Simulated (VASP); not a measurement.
YAl3:

```xyz
4
Lattice="4.2400 0.0000 0.0000 0.0000 4.2400 0.0000 0.0000 0.0000 4.2400" Properties=species:S:1:pos:R:3 pbc="T T T"
Y     0.0000    0.0000    0.0000
Al    0.0000    2.1200    2.1200
Al    2.1200    2.1200    0.0000
Al    2.1200    0.0000    2.1200
```

The cell comes from a database or a generator and needn't be the stable form of this composition.

The cell isn't the ideal one: cell and atoms relaxed by PAW.

* Program: VASP 6.6.1
* Task: relaxation of cell and atoms
* Functional: LDA
* Potentials or basis: VASP PAW LDA potentials, release 64 (Y_sv, Al)
* Cutoff: 600 eV
* k mesh: 8 × 8 × 8
* Occupations: fermi-dirac, width 0.1 eV
* Spin: no spin polarisation

At the start: pressure -3.0 GPa; volume 19.06 Å³/atom.

Question: How do energy, volume and symmetry change on relaxing?

Answer: Over 3 steps the energy falls by 6.8 meV/atom and the volume is 18.34 Å³/atom (-3.7 %); space group Pm-3m (No. 221, to 0.05 Å).

Step by step:
```csv
step,energy change (eV),largest force (eV/Å),pressure (GPa),volume (Å³)
1,0.0000,0.0000,-2.96,76.23
2,-0.0238,0.0000,1.16,72.41
3,-0.0273,0.0000,0.00,73.37
```

Final structure:
```
Y Al
1.0
     4.18644    0.00000    0.00000
     0.00000    4.18644    0.00000
     0.00000    0.00000    4.18644
Y Al
1 3
Direct
  0.00000 0.00000 0.00000
  0.00000 0.50000 0.50000
  0.50000 0.50000 0.00000
  0.50000 0.00000 0.50000
```
